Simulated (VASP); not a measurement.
Input:

```
AlGaAs2
1.0
    2.00574     1.15802     6.54015
   -2.00574     1.15802     6.54015
    0.00000    -2.31603     6.54015
Al Ga As
1 1 2
Direct
  0.99972   0.99972   0.99972
  0.50014   0.50014   0.50014
  0.12501   0.12501   0.12501
  0.62514   0.62514   0.62514
```

Method: PBEsol GGA, VASP's PBE PAW potentials (set 64) (plane waves; VASP). Run with 400 eV cut-off, 7×7×7 Γ-centred mesh, tetrahedra with Blöchl corrections, potentials Al Ga_d As.

The cores are frozen, which limits the accuracy of field gradients.

Task: Give the principal components of the electric field gradient (V/Å²) and the asymmetry η at each nucleus.

Result: 
```csv
atom,Vxx,Vyy,Vzz,η
Al1,-0.1,-0.1,0.2,-
Ga2,-0.6,-0.6,1.2,0.00
As3,21.6,21.6,-43.1,0.00
As4,-23.0,-23.0,45.9,0.00
```

The structure comes from a computed database's AlGaAs2 entry (R3m); how it stands against other phases isn't given here. It was relaxed first.
